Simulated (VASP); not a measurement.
Input of a VASP 6.6.1 run:

File INCAR:

```
SYSTEM = W2N
  PREC = Accurate
  ENCUT = 600
  EDIFF = 1E-7
  ISMEAR = 0
  SIGMA = 0.1
  LREAL = .False.
  LASPH = .True.
  NELM = 80
  ALGO = Normal
  ISIF = 3
  LWAVE = .False.
  LCHARG = .False.
  GGA = PS
  IBRION = 2
  NSW = 90
  EDIFFG = -0.005
```

The input KPOINTS:

```
Automatic mesh
0
Gamma
  12 12 2
  0 0 0
```

POSCAR

```
W2N
1.0
    2.8352056400      0.0000000000      0.0000000000
   -1.4176028200      2.4553601100      0.0000000000
    0.0000000000      0.0000000000     17.6566570000
W N
6 3
Direct
    0.0000000000      0.0000000000      0.0756870000
    0.0000000000      0.0000000000      0.9243130000
    0.3333333300      0.6666666700      0.2620270000
    0.6666666700      0.3333333300      0.7379730000
    0.3333333300      0.6666666700      0.4172000000
    0.6666666700      0.3333333300      0.5828000000
    0.0000000000      0.0000000000      0.5000000000
    0.3333333300      0.6666666700      0.1503330000
    0.6666666700      0.3333333300      0.8496670000
```

Potentials or basis: VASP PAW PBE potentials, release 64 (W_sv, N).

The run is started by

```console
$ cat potpaw_PBE.64/W_sv/POTCAR potpaw_PBE.64/N/POTCAR > POTCAR
$ mpirun -np 1 vasp_std > vasp.out
```

(1) Estimate the space group after relaxing (to 0.05 Å).

(2) Predict the band gap on the k mesh.

Answers

(1) P-3m1 (No. 164).

(2) none (metal or under the smearing width).
